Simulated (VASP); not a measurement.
An input for Quantum ESPRESSO's pw.x (written as the equivalent of a VASP run, and not itself run):

```
&CONTROL
  calculation = 'vc-relax'
  pseudo_dir = './pseudo'
  outdir = './out'
  tprnfor = .true.
  tstress = .true.
  nstep = 30
  forc_conv_thr = 0.00039
/
&SYSTEM
  ibrav = 0
  nat = 3
  ntyp = 2
  ecutwfc = 58
  occupations = 'smearing'
  smearing = 'gaussian'
  degauss = 0.003675
  input_dft = 'vdw-df-cx'
/
&ELECTRONS
  conv_thr = 7.3e-09
  electron_maxstep = 100
/
&IONS
/
&CELL
  cell_dofree = 'shape'
/
ATOMIC_SPECIES
  Hf 178.490 Hf.upf
  S 32.060 S.upf
CELL_PARAMETERS angstrom
     1.7813037   -3.0853084    0.0000000
     1.7813037    3.0853084    0.0000000
     0.0000000    0.0000000    5.7679363
ATOMIC_POSITIONS crystal
  Hf   1.0000000  0.0000000  1.0000000
  S    0.3333330  0.6666670  0.2493960
  S    0.6666670  0.3333330  0.7506040
K_POINTS automatic
  7 7 4 0 0 0
```

Question: Translate this input to VASP (INCAR, KPOINTS, POSCAR, choice of POTCAR).

Answer: One answer among several that fit: 
**POSCAR**
```
HfS2
1.0
  1.7813037383  -3.0853083704   0.0000000000
  1.7813037383   3.0853083704   0.0000000000
  0.0000000000   0.0000000000   5.7679362669
Hf S
1 2
Cart
  1.7813037383  -3.0853083704   5.7679362669
  1.7813037383   1.0284381803   1.4385004564
  1.7813037383  -1.0284381803   4.3294358105
```

### KPOINTS
```
Automatic mesh
0
Gamma
7 7 4
0 0 0
```

**INCAR**
```
SYSTEM = HfS2
PREC = Accurate
ENCUT = 520
EDIFF = 1E-7
NELM = 100
ALGO = Normal
LREAL = .FALSE.
LASPH = .TRUE.
ISMEAR = 0
SIGMA = 0.05
GGA = CX
LUSE_VDW = .TRUE.
AGGAC = 0.0
LMAXMIX = 6
LWAVE = .FALSE.
LCHARG = .FALSE.
ISIF = 4
IBRION = 2
NSW = 30
EDIFFG = -0.01
```

POTCAR, in this order: Hf_pv S (PBE.64 set). Program: vasp_std.

What does not carry over: the potentials are each code's own (VASP's PAW set, PseudoDojo norm-conserving files in pw.x), so ENCUT and ecutwfc are chosen apart and not converted; conv_thr bounds pw.x's estimated SCF error, while EDIFF bounds the energy change between steps; forc_conv_thr acts on force components and is met together with etot_conv_thr.

The compound is HfS2 in the 1T layered structure. This cell is one point of a volume scan, at 0.97 of the reference volume. Symmetry was kept, so distortions that lower it aren't found.
